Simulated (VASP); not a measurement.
Wanted: the native input for a VASP 6.6.1 run.

* Task: single point
* Functional: r2SCAN
* Potentials or basis: VASP PAW PBE potentials, release 64 (B, As)
* Cutoff: 520 eV
* k mesh: 6 × 6 × 6
* Occupations: fermi-dirac, width 0.1 eV
* Spin: no spin polarisation
* Dipole correction: no
* Further INCAR settings: ALGO = Normal; EDIFF = 1e-06; NBANDS = 11

Crystal: BAs.

```
CELL_PARAMETERS angstrom
0.00000 2.41121 2.41121
2.41121 0.00000 2.41121
2.41121 2.41121 0.00000
ATOMIC_POSITIONS crystal
B 0.00000 0.00000 0.00000
As 0.25000 0.25000 0.25000
```

The input as run:

POSCAR

```
BAs
1.0
    0.0000000000      2.4112093400      2.4112093400
    2.4112093400      0.0000000000      2.4112093400
    2.4112093400      2.4112093400      0.0000000000
B As
1 1
Direct
    0.0000000000      0.0000000000      0.0000000000
    0.2500000000      0.2500000000      0.2500000000
```

INCAR.step1

```
PREC = Accurate
ENCUT = 520
ISMEAR = -1
SIGMA = 0.1
LREAL = False
LASPH = True
NELM = 60
NBANDS = 11
GGA = PE
ALGO = Normal
EDIFF = 1E-4
LWAVE = True
LCHARG = False
```

INCAR.step2

```
PREC = Accurate
ENCUT = 520
EDIFF = 1E-6
ISMEAR = -1
SIGMA = 0.1
LREAL = False
LASPH = True
NELM = 60
ALGO = Normal
ISIF = 2
LWAVE = False
LCHARG = False
METAGGA = R2SCAN
LMIXTAU = True
NBANDS = 11
ISTART = 1
```

KPOINTS

```
regular mesh
0
Gamma
  6 6 6
```

Potentials or basis: VASP PAW PBE potentials, release 64 (B, As).

Launch:

```console
$ cat potpaw_PBE.64/B/POTCAR potpaw_PBE.64/As/POTCAR > POTCAR
$ cp INCAR.step1 INCAR
$ mpirun -np 1 vasp_std > vasp.out
$ cp INCAR.step2 INCAR
$ mpirun -np 1 vasp_std > vasp.out
```

Results of the run:

- Pressure: -3.0 GPa
- Band gap on the k mesh: 1.49 eV, indirect (least direct gap 3.41 eV)

Caveat: the PAW data sets were made with another functional, which shifts forces and pressure a little.

Wall time 26 s on 1 thread of Intel(R) Xeon(R) 6975P-C (Granite Rapids) (shared host), peak memory 0.15 GiB.
